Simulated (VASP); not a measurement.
Write the native input for VASP 6.6.1 that does the following.

```yaml
Task: relaxation of cell and atoms
Functional: PBEsol
Potentials_or_basis: VASP PAW PBE potentials, release 64 (Sn_d, Te)
Cutoff: 520 eV
k_mesh: 8 × 8 × 8
Occupations: gaussian, width 0.02 eV
Spin: no spin polarisation
Further_INCAR_settings: ALGO = Normal; EDIFF = 1e-07; IBRION = 2; EDIFFG = -0.002; NSW = 80; ISIF = 3
```

The structure of SnTe lies in POSCAR:

```
SnTe                                    
1.0
    0.0000000000      3.1443929232      3.1443929232
    3.1443929232      0.0000000000      3.1443929232
    3.1443929232      3.1443929232     -0.0000000000
  Sn              Te            
     1     1
Direct
     0.0000000000000000    0.0000000000000000    0.0000000000000000
     0.5000000000000000    0.5000000000000000    0.5000000000000000
```

One way to write it, as run:

INCAR

```
PREC = Accurate ; ENCUT = 520
EDIFF = 1E-7 ; ISMEAR = 0
SIGMA = 0.02 ; LREAL = F
LASPH = T ; NELM = 60
ALGO = Normal ; ISIF = 3
LWAVE = F ; LCHARG = F
GGA = PS ; IBRION = 2
NSW = 80 ; EDIFFG = -0.002
KPAR = 4
```

KPOINTS

```
Automatic mesh
0
Gamma
  8 8 8
```

Potentials or basis: VASP PAW PBE potentials, release 64 (Sn_d, Te).

Launch:

```console
$ cat potpaw_PBE.64/Sn_d/POTCAR potpaw_PBE.64/Te/POTCAR > POTCAR
$ mpirun -np 4 vasp_std > vasp.out
```

It gave:

```yaml
Pressure_after_relaxing: 0.0 GPa
Band_gap_on_the_k_mesh: 0.16 eV, direct
```

Caveat: the relaxation stopped at its first step, so nothing moved; the PAW data sets were made with another functional, which shifts forces and pressure a little; spin-orbit coupling is left out, which moves the levels of the heavy elements.

It took 14 s on 4 MPI ranks on Intel(R) Xeon(R) Platinum 8259CL CPU @ 2.50GHz (Skylake/Cascade Lake), with other jobs on the host, peak memory 0.21 GiB a rank.
